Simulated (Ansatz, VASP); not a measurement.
# Zr (Zirconium) in two plane-wave programs, part 2 of 2

One calculation is typed for both programs; each brings its own data sets. How far apart do they land? Of the first pair: The cell is taken from a series of runs on this material, whose earlier steps may have relaxed, scaled, displaced or heated it; both programs get it as it stands.

VASP 6.6.1 and Ansatz 0.2.0.

So far: Starting point; Ansatz: relaxation of cell and atoms, LDA; VASP: relaxation of cell and atoms, LDA; Comparison; Ansatz: relaxation, LDA.

### 6. VASP: single point, LDA, pair 2

Level of this step: LDA; plane waves and PAW (Zr_sv) (VASP).

The same cell, functional (in two slightly different forms), mesh and smearing now go to VASP, with its own data sets.

Input file INCAR:

```
SYSTEM = Zr
PREC = Accurate
ENCUT = 500
EDIFF = 1E-06
NELM = 120
ISMEAR = 1
SIGMA = 0.2
LREAL = .FALSE.
ALGO = Normal
GGA = CA
NBANDS = 18
LASPH = .TRUE.
LORBIT = 11
LWAVE = .FALSE.
LCHARG = .FALSE.
ISIF = 2
GGA_COMPAT = .FALSE.
KPAR = 2
```

Input file POSCAR:

```
Zr
1.0
    3.2373134353      0.0000000000      0.0000000000
   -1.6186567177      2.8035956749      0.0000000000
    0.0000000000      0.0000000000      4.9656721541
Zr
2
Direct
    0.3333333333      0.6666666667      0.2500000000
    0.6666666667      0.3333333333      0.7500000000
```

Input file KPOINTS:

```
Automatic mesh
0
Gamma
15 15 8
0 0 0
```

PAW data sets: Zr_sv (LDA family, release 64).

Command:

```bash
$ mpirun -np 2 vasp_std
```

Numbers of over 12 decimals in the logs are rounded to 6 here.

Log:

```text
[... set-up lines as in an earlier step ...]
 entering main loop
       N       E                     dE             d eps       ncg     rms          rms(c)
DAV:   1     0.212696001676E+03    0.21270E+03   -0.13169E+04  4860   0.129E+03
DAV:   2    -0.379891193042E+01   -0.21649E+03   -0.21300E+03  5764   0.381E+02
DAV:   3    -0.189335930627E+02   -0.15135E+02   -0.15013E+02  8792   0.742E+01
DAV:   4    -0.192913140358E+02   -0.35772E+00   -0.35731E+00  5718   0.118E+01
[...]
DAV:  10    -0.185488303241E+02    0.13576E-04   -0.46725E-05  7132   0.410E-02    0.234E-02
DAV:  11    -0.185488315286E+02   -0.12045E-05   -0.81609E-06  5352   0.336E-02    0.210E-03
DAV:  12    -0.185488314556E+02    0.73002E-07   -0.29522E-07  3020   0.409E-03
   1 F= -.18548831E+02 E0= -.18549170E+02  d E =0.101537E-02
```

Parts of OUTCAR (step 6):

```text
  Total       -1.1963936     -1.1963936      0.0238792      0.0000000      0.0000000     -0.0000000
  in kB      -42.5310860    -42.5310860      0.8488929      0.0000000      0.0000000     -0.0000000
  external PRESSURE =     -28.0710930 kB  Pullay stress =       0.0000000 kB

 POSITION                                       TOTAL-FORCE (eV/Angst)
 -----------------------------------------------------------------------------------
     -0.00000      1.86906      1.24142         0.000000      0.000000      0.000000
      1.61866      0.93453      3.72425        -0.000000     -0.000000      0.000000
 -----------------------------------------------------------------------------------
    total drift:                               -0.000000      0.000000     -0.000000

  FREE ENERGIE OF THE ION-ELECTRON SYSTEM (eV)
  ---------------------------------------------------
  free  energy   TOTEN  =       -18.5488314556 eV

  energy  without entropy=      -18.5498468222  energy(sigma->0) =      -18.54916991

[... 1 part as in an earlier step ...]

[... 2 further parts left out ...]
[key lines of the parts left out:]
E-fermi :   9.1950
```

The run ends at a pressure of -2.81 GPa.

### 7. Comparison

What differs besides the data sets and the points named for the pairs above, as far as they apply: Ansatz's pressure holds a Pulay correction, VASP's none. Total energies have different zeros and are not compared.

The two programs side by side:

```tsv
quantity	Ansatz	VASP	difference
pressure (GPa)	-2.88	-2.81	-0.07
```

### 8. Ansatz: relaxation, LDA

This run makes the geometry at which the two programs are then compared. The cell compared in this pair holds 45.56 Å³, against 45.07 Å³ for the pair before.

The structure compared here is the end of the Ansatz relaxation.

Input file input.yaml:

```yaml
crystal:
  lattice:
    - [3.2687436628, 0.0, 0.0]
    - [-1.6343718314, 2.8308150504, 0.0]
    - [0.0, 0.0, 4.9656721541]
  atoms:
    - { symbol: Zr, position: [0.3333333333, 0.6666666667, 0.25] }
    - { symbol: Zr, position: [0.6666666667, 0.3333333333, 0.75] }
kpoints:
  mp_grid: { grid: [15, 15, 8] }
hamiltonian:
  xc: lda
  pseudopotentials: { kind: paw, azcp: { folder: soft_1 }, xc_functional: pbe }
scf:
  occupations: { method: methfessel_paxton, width: 0.2 }
output:
  forces: true
  stress: true
  eigenvalues: true
relax:
  adjacent_minimum: "off"
  f_tol: 0.001
  max_steps: 60
  cell: { stress_tol: 0.01, fix: [a, b, gamma] }
```

Command:

```bash
$ ansatz run input.yaml --threads 4 --pin off --max-ram 10240MiB --backend cpu --events-out ev --progress --plain --runs-dir out
```

Log:

```text
[...]
Crystal: 2 atoms, lattice volume = 45.948 Å³
Basis set: ecut = 420 eV, 929 PW (Γ)
Bands: 16, of which v1, the nominal top of the filled ones, is band 12 counted from 1 (11 counted from 0)
Symmetry: 24 space group operations
[...]
k-points: 135 of 1800
[...]
k-point 134: bands = [... 8 lower, 12.5578, 12.5578, 12.7373, 12.7373, 14.0722, 14.0722, 16.1950, 16.1950, ... 4 higher]
--- Relaxed structure (3 steps of the walk, 3 accepted, 1 SCFs on fresh bases) ---
[...]
cell:  # Å, volume = 45.5628 Å³
    - [3.268744, 0, 0.0]
    - [-1.634372, 2.830815, 0.0]
    - [0.0, 0.0, 4.924003]
  atoms:
    - { symbol: Zr, position: [0.333333, 0.666667, 0.25] }
    - { symbol: Zr, position: [0.666667, 0.333333, 0.75] }
[key lines of the parts left out:]
SCF converged after 4 iterations
Free energy (F): -8154.906283 eV
Fermi energy:    14.092467 eV
P = ⅓ Tr σ = -3.7553 GPa (-37.553 kbar)
```

### 9. VASP: single point, LDA, pair 3

The same cell, functional (in two slightly different forms), mesh and smearing now go to VASP, with its own data sets.

INCAR is that of step 6.

Input file POSCAR:

```
Zr
1.0
    3.2687436628      0.0000000000      0.0000000000
   -1.6343718314      2.8308150504      0.0000000000
    0.0000000000      0.0000000000      4.9240025457
Zr
2
Direct
    0.3333333333      0.6666666667      0.2500000000
    0.6666666667      0.3333333333      0.7500000000
```

KPOINTS is that of step 6.

Command:

```bash
$ mpirun -np 2 vasp_std
```

Log:

```text
[... set-up lines as in an earlier step ...]
 entering main loop
       N       E                     dE             d eps       ncg     rms          rms(c)
DAV:   1     0.209403503529E+03    0.20940E+03   -0.13156E+04  4868   0.129E+03
DAV:   2    -0.385519538796E+01   -0.21326E+03   -0.20988E+03  5746   0.380E+02
DAV:   3    -0.188986558498E+02   -0.15043E+02   -0.14908E+02  8640   0.731E+01
DAV:   4    -0.192814842773E+02   -0.38283E+00   -0.38230E+00  5804   0.120E+01
[...]
DAV:  10    -0.185218446795E+02    0.12990E-04   -0.51424E-05  7220   0.418E-02    0.230E-02
DAV:  11    -0.185218461970E+02   -0.15175E-05   -0.77921E-06  5412   0.327E-02    0.185E-03
DAV:  12    -0.185218460771E+02    0.11984E-06   -0.33581E-07  3078   0.444E-03
   1 F= -.18521846E+02 E0= -.18522183E+02  d E =0.100954E-02
```

From OUTCAR (step 9):

```text
  Total       -1.5835869     -1.5835869      0.0241778     -0.0000000      0.0000000      0.0000000
  in kB      -55.6854664    -55.6854664      0.8501904     -0.0000000      0.0000000      0.0000000
  external PRESSURE =     -36.8402475 kB  Pullay stress =       0.0000000 kB

 POSITION                                       TOTAL-FORCE (eV/Angst)
 -----------------------------------------------------------------------------------
     -0.00000      1.88721      1.23100         0.000000      0.000000      0.000000
      1.63437      0.94361      3.69300        -0.000000      0.000000      0.000000
 -----------------------------------------------------------------------------------
    total drift:                               -0.000000      0.000000     -0.000000

  FREE ENERGIE OF THE ION-ELECTRON SYSTEM (eV)
  ---------------------------------------------------
  free  energy   TOTEN  =       -18.5218460771 eV

  energy  without entropy=      -18.5228556142  energy(sigma->0) =      -18.52218259

[... 1 part as in an earlier step ...]

[... 2 further parts left out ...]
[key lines of the parts left out:]
E-fermi :   9.0682
```

The run ends at a pressure of -3.68 GPa.

### 10. Differences

Compared:

```tsv
quantity	Ansatz	VASP	difference
pressure (GPa)	-3.76	-3.68	-0.07
```

### 11. Outcome

```json
{
 "difference in volume (relaxation of cell and atoms, LDA)": "-0.075 %",
 "difference in pressure (single point, LDA, pair 2)": "-0.072 GPa",
 "difference in pressure (single point, LDA, pair 3)": "-0.071 GPa"
}
```

**Reading.** The difference in pressure is -0.072 GPa (single point, LDA, pair 2), within the 1 GPa picked in this series as the mark of a large difference. 5 further runs of this series are not shown here. Such differences can come from data sets, numerical settings and the points named under the comparisons, not from the functional's error against experiment.

[Lines on the potential files, build, host, timing and source positions are cut from VASP's logs without a mark.]

[Logs are printed without paths, hosts, clocks, repeated set-up lines and the standing remarks that a program may print on its own settings, such as how far it seeks lower states.]

[Hosts, paths, dates, database ids (printed as entryN), source tags and the programs' standing remarks are cut or masked in the printed files.]
